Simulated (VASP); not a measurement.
# TiRuN2 (P-4m2) in VASP: further runs, part 2 of 2

VASP 6.6.1.

### Step 3. Relaxation of cell and atoms, PBE

Contents of INCAR:

```
PREC = Accurate
ENCUT = 520
EDIFF = 1E-7
ISMEAR = 0
SIGMA = 0.1
LREAL = False
LASPH = True
NELM = 120
ALGO = Normal
ISIF = 3
LWAVE = False
LCHARG = False
GGA = PE
IBRION = 2
NSW = 60
EDIFFG = -0.005
POTIM = 0.3
KPAR = 4
```

Contents of KPOINTS:

```
regular mesh
0
Gamma
  10 10 8
```

Contents of POSCAR:

```
TiRuN2                                  
1.0
    3.2427771992      0.0000000000      0.0000000000
    0.0000000000      3.2427771992     -0.0000000000
    0.0000000000     -0.0000000000      4.5536236372
  Ti              Ru              N             
     1     1     2
Direct
     0.0000000000000000    0.0000000000000000    0.0000000000000000
     0.5000000000000000    0.5000000000000000    0.5000000000000000
     0.5000000000000000    0.0000000000000000    0.7564311978324402
     0.0000000000000000    0.5000000000000000    0.2435688021675597
```

Potentials or basis: VASP PAW PBE potentials, release 64 (Ti_sv, Ru_pv, N).

Launch:

```sh
$ cat potpaw_PBE.64/Ti_sv/POTCAR potpaw_PBE.64/Ru_pv/POTCAR potpaw_PBE.64/N/POTCAR > POTCAR
$ mpirun -np 4 vasp_std > vasp.out
```

OUTCAR:

```text
PREC = Accurate
   ENCUT = 520
   EDIFF = 1E-7
   ISMEAR = 0
   LREAL = False
   LASPH = True
   NELM = 120
   ISIF = 3
   GGA = PE
   IBRION = 2
   NSW = 60
   EDIFFG = -0.005
   POTIM = 0.3

 ion  position               nearest neighbor table
   1  0.000  0.000  0.000-   3 1.96   4 1.96   4 1.96   3 1.96
   2  0.500  0.500  0.500-   3 2.00   4 2.00   3 2.00   4 2.00
   3  0.500  0.000  0.756-   1 1.96   1 1.96   2 2.00   2 2.00
   4  0.000  0.500  0.244-   1 1.96   1 1.96   2 2.00   2 2.00

  LATTYP: Found a simple tetragonal cell.
 ALAT       =     3.2427771992
 C/A-ratio  =     1.4042357391

  Lattice vectors:

 A1 = (   3.2427771992,   0.0000000000,   0.0000000000)
 A2 = (   0.0000000000,   3.2427771992,   0.0000000000)
 A3 = (   0.0000000000,   0.0000000000,   4.5536236372)

Analysis of symmetry for initial positions (statically):
=====================================================================
 Subroutine PRICEL returns:
 Original cell was already a primitive cell.

 Routine SETGRP: Setting up the symmetry group for a
 simple tetragonal supercell.

 Subroutine GETGRP returns: Found  8 space group operations
 (whereof  8 operations were pure point group operations)
 out of a pool of 16 trial point group operations.

The static configuration has the point symmetry D_2d.

Analysis of symmetry for dynamics (positions and initial velocities):
=====================================================================
 Subroutine PRICEL returns:
 Original cell was already a primitive cell.

 Routine SETGRP: Setting up the symmetry group for a
 simple tetragonal supercell.

 Subroutine GETGRP returns: Found  8 space group operations
 (whereof  8 operations were pure point group operations)
 out of a pool of 16 trial point group operations.

The dynamic configuration has the point symmetry D_2d.

 Subroutine INISYM returns: Found  8 space group operations
 (whereof  8 operations are pure point group operations),
 and found     1 'primitive' translations

----------------------------------------------------------------------------------------

                                     Primitive cell

  volume of cell :      47.8841

  direct lattice vectors                    reciprocal lattice vectors
     3.242777199  0.000000000  0.000000000     0.308377646  0.000000000  0.000000000
     0.000000000  3.242777199  0.000000000     0.000000000  0.308377646  0.000000000
     0.000000000  0.000000000  4.553623637     0.000000000  0.000000000  0.219605325

  length of vectors
     3.242777199  3.242777199  4.553623637     0.308377646  0.308377646  0.219605325

  position of ions in fractional coordinates (direct lattice)
     0.000000000  0.000000000  0.000000000
     0.500000000  0.500000000  0.500000000
     0.500000000  0.000000000  0.756431198
[... 107 lines left out ...]
   AEXX    =    0.0000 exact exchange contribution
   IVDW    =     0    specifies the selected vdW correction
   LEPSILON=     F    determine dielectric tensor
   LRPA    =     F    only Hartree local field effects (RPA)
 conjugate gradient relaxation of ions
 non-spin polarized calculation
 Gauss-broadening in eV      SIGMA  =   0.10
  energy-cutoff  :      520.00
  volume of cell :       47.88
 maximum number of plane-waves:      1309
   NGX = 13   NGY = 13   NGZ = 17

--------------------------------------- Ionic step        1  -------------------------------------------

 number of electron      36.0000010 magnetization

 Free energy of the ion-electron system (eV)
  ---------------------------------------------------
  ext. energy  EPLUGINS =         0.00000000
  ---------------------------------------------------
  free energy    TOTEN  =       -35.89582616 eV

  energy without entropy =      -35.88703518  energy(sigma->0) =      -35.89143067

------------------------ aborting loop because EDIFF is reached ----------------------------------------

  FORCE on cell =-STRESS in cart. coord.  units (eV):
  Direction    XX          YY          ZZ          XY          YZ          ZX
  --------------------------------------------------------------------------------------
  -------------------------------------------------------------------------------------
  Total        0.0023043      0.0023043      0.0240819      0.0000000     -0.0000000      0.0000000
  in kB        0.0770999      0.0770999      0.8057679      0.0000000     -0.0000000      0.0000000
  external PRESSURE =       0.3199892 kB  Pullay stress =       0.0000000 kB

 VOLUME and BASIS-vectors are now :
 -----------------------------------------------------------------------------
  energy-cutoff  :      520.00
  volume of cell :       47.88
      direct lattice vectors                 reciprocal lattice vectors
     3.242777199  0.000000000  0.000000000     0.308377646  0.000000000  0.000000000
     0.000000000  3.242777199  0.000000000     0.000000000  0.308377646  0.000000000
     0.000000000  0.000000000  4.553623637     0.000000000  0.000000000  0.219605325

 POSITION                                       TOTAL-FORCE (eV/Angst)
 -----------------------------------------------------------------------------------
      0.00000      0.00000      0.00000        -0.000000     -0.000000      0.000000
      1.62139      1.62139      2.27681        -0.000000      0.000000      0.000000
      1.62139      0.00000      3.44450         0.000000     -0.000000     -0.002288
      0.00000      1.62139      1.10912        -0.000000     -0.000000      0.002288
 -----------------------------------------------------------------------------------
    total drift:                                0.000000      0.000000     -0.000000

  FREE ENERGIE OF THE ION-ELECTRON SYSTEM (eV)
  ---------------------------------------------------
  free  energy   TOTEN  =       -35.8958261614 eV

  energy  without entropy=      -35.8870351835  energy(sigma->0) =      -35.89143067

--------------------------------------- Ionic step        2  -------------------------------------------

 number of electron      36.0000010 magnetization

 Free energy of the ion-electron system (eV)
  ---------------------------------------------------
  ext. energy  EPLUGINS =         0.00000000
  ---------------------------------------------------
  free energy    TOTEN  =       -35.89582889 eV

  energy without entropy =      -35.88703637  energy(sigma->0) =      -35.89143263

 E-fermi :   8.5014     XC(G=0): -11.9508

 val. band max:        8.4947422486   @ k =   0.4000   0.0000   0.1250
 cond. band min:       8.5258219324   @ k =   0.4000   0.2000   0.5000
 fundamental gap:      0.0310796837
 Fermi energy:         8.5014071478

 k-point     1 :       0.0000    0.0000    0.0000
  band No.  band energies     occupation
      1     -48.7090      2.00000
      2     -34.7751      2.00000
      3     -34.5989      2.00000
      4     -34.5989      2.00000
      5     -25.0652      2.00000
      6     -24.9352      2.00000
[... 589 lines left out ...]
     21      11.1353      0.00000
     22      11.2249      0.00000

 [... further k-points ...]
[... 5 lines left out ...]
  --------------------------------------------------------------------------------------
  -------------------------------------------------------------------------------------
  Total       -0.0089994     -0.0089994      0.0075628      0.0000000      0.0000000      0.0000000
  in kB       -0.3010543     -0.3010543      0.2529945      0.0000000      0.0000000      0.0000000
  external PRESSURE =      -0.1163713 kB  Pullay stress =       0.0000000 kB

 VOLUME and BASIS-vectors are now :
 -----------------------------------------------------------------------------
  energy-cutoff  :      520.00
  volume of cell :       47.89
      direct lattice vectors                 reciprocal lattice vectors
     3.242831271  0.000000000  0.000000000     0.308372504  0.000000000  0.000000000
     0.000000000  3.242831271  0.000000000     0.000000000  0.308372504  0.000000000
     0.000000000 -0.000000000  4.554417180     0.000000000  0.000000000  0.219567062

 POSITION                                       TOTAL-FORCE (eV/Angst)
 -----------------------------------------------------------------------------------
      3.24283      3.24283      0.00000         0.000000      0.000000      0.000000
      1.62142      1.62142      2.27721         0.000000     -0.000000      0.000000
      1.62142      3.24283      3.44504         0.000000      0.000000     -0.000714
      3.24283      1.62142      1.10938         0.000000     -0.000000      0.000714
 -----------------------------------------------------------------------------------
    total drift:                                0.000000     -0.000000     -0.000000

  FREE ENERGIE OF THE ION-ELECTRON SYSTEM (eV)
  ---------------------------------------------------
  free  energy   TOTEN  =       -35.8958288934 eV

  energy  without entropy=      -35.8870363725  energy(sigma->0) =      -35.89143263

 reached required accuracy - stopping structural energy minimisation
```

It took 33 s on 4 MPI ranks of Intel Xeon Platinum 8375C at 2.90GHz (Ice Lake), shared host; peak memory 0.23 GiB.

Results:

- Free energy: -35.8958 eV
- Relaxed volume: 11.97 Å³/atom
- Relaxed cell: a = 3.243 Å, b = 3.243 Å, c = 4.554 Å, α = 90.00°, β = 90.00°, γ = 90.00°
- Space group after relaxing (to 0.05 Å): P-4m2 (No. 115)
- Energy gained by relaxing: 0.0 meV/atom
- Ionic steps: 2
- Pressure after relaxing: 0.0 GPa
- Band gap on the k mesh: none (metal or under the smearing width)

Final structure:
```yaml
crystal:
  lattice:
    - [3.24283, 0.00000, 0.00000]
    - [0.00000, 3.24283, 0.00000]
    - [0.00000, 0.00000, 4.55442]
  atoms:
    - { symbol: Ti, position: [0.00000, 0.00000, 0.00000] }
    - { symbol: Ru, position: [0.50000, 0.50000, 0.50000] }
    - { symbol: N, position: [0.50000, 0.00000, 0.75642] }
    - { symbol: N, position: [0.00000, 0.50000, 0.24358] }
```
